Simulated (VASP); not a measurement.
Zn2C in VASP 6.6.1, single-point calculation

INCAR

```
IMIX = 1
SIGMA = 0.02
NBANDS = 21
ISIF = 2
LWAVE = .FALSE.
BMIX = 0.0001
ENCUT = 520
AMIX = 3
PREC = Accurate
GGA = PS
LCHARG = .FALSE.
NSW = 0
NELM = 75
ISMEAR = -1
LREAL = .FALSE.
LASPH = .TRUE.
IBRION = -1
EDIFF = 1E-7
```

KPOINTS

```
KPOINTS created by Atomic Simulation Environment
0
Gamma
8 8 8
0 0 0
```

POSCAR

```
C  Zn
 1.0000000000000000
    -0.0000000000000000    2.5779490358415575    2.5779490358415575
     2.5779490358415575   -0.0000000000000000    2.5779490358415575
     2.5779490358415575    2.5779490358415575    0.0000000000000000
 C   Zn
   1   2
Cartesian
  0.0000000000000000 -0.0000000000000000  0.0000000000000000
  1.2889745179207788  1.2889745179207788  1.2889745179207788
  3.8669235537623363  3.8669235537623363  3.8669235537623363
```

The recommended PBE PAW datasets give the neutral cell 28 valence electrons.

Command

```
mpirun -np 1 vasp_std
```

OSZICAR

```
N       E                     dE             d eps       ncg     rms          rms(c)
DAV:   1     0.150264676545E+03    0.15026E+03   -0.14252E+04  1218   0.207E+03
DAV:   2    -0.113297938983E+01   -0.15140E+03   -0.14484E+03  1253   0.343E+02
DAV:   3    -0.123900773400E+02   -0.11257E+02   -0.11093E+02  1388   0.922E+01
DAV:   4    -0.125715910278E+02   -0.18151E+00   -0.18141E+00  1323   0.114E+01
DAV:   5    -0.125726163352E+02   -0.10253E-02   -0.10253E-02  1383   0.811E-01    0.977E+00
DAV:   6    -0.105190488075E+03   -0.92618E+02   -0.26158E+02  1686   0.455E+02    0.410E+01
DAV:   7    -0.383972540271E+04   -0.37345E+04   -0.23036E+04  2284   0.881E+02    0.749E+02
DAV:   8    -0.595521088145E+05   -0.55712E+05   -0.30109E+05  1930   0.496E+03    0.228E+03
```

Standard output (part)

```
POSCAR found type information on POSCAR C Zn
 POSCAR found :  2 types and       3 ions
 LDA part: xc-table for (Slater+PW92), standard interpolation
 POSCAR, INCAR and KPOINTS ok, starting setup
 WAVECAR not read
 entering main loop
|     EEEEEEE  RRRRRR   RRRRRR   OOOOOOO  RRRRRR      ###     ###     ###     |
|     E        R     R  R     R  O     O  R     R     ###     ###     ###     |
|     E        R     R  R     R  O     O  R     R     ###     ###     ###     |
|     EEEEE    RRRRRR   RRRRRR   O     O  RRRRRR       #       #       #      |
|     E        R    R   R    R   O     O  R    R      ###     ###     ###     |
|     EEEEEEE  R     R  R     R  OOOOOOO  R     R     ###     ###     ###     |
|     ERROR FEXCP: supplied Exchange-correletion table                        |
|      is too small, maximal index : 5787                                     |
|       ---->  I REFUSE TO CONTINUE WITH THIS SICK JOB ... BYE!!! <----       |
```

VASP stopped with an error.

The fault: mixing far too strong.

The run took about 15 s on one core of a shared host (Intel Xeon Platinum 8488C) and held 0.16 GiB at most.
